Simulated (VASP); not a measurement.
Data:

```
CELL_PARAMETERS angstrom
      0.00000     2.18367     2.18367
      2.18367     0.00000     2.18367
      2.18367     2.18367     0.00000
ATOMIC_POSITIONS crystal
  Al 0.00000 0.00000 0.00000
  N  0.25000 0.25000 0.25000
```

These are PBE GGA with D4 dispersion, VASP's PBE PAW potentials (set 64) (plane waves; VASP 6.6.1) values and carry that method's errors. Run with 520 eV cut-off, 10×10×10 Γ-centred mesh, Gaussian smearing of 0.050 eV, potentials Al N.

### Question
The job: AlN (zinc blende), 2 atoms, PBE-D4, static run, 520 eV, 10×10×10 Γ-centred mesh. Roughly how much core time does it take on a busy server core?

### Answer
About 20 core-seconds (one run on a shared machine, a rough figure). It had 47 irreducible k-points, 8 bands, up to 571 plane waves and 13 electronic steps.

The compound is AlN in the zinc blende structure, a metastable form; wurtzite is the usual one. It was relaxed first.
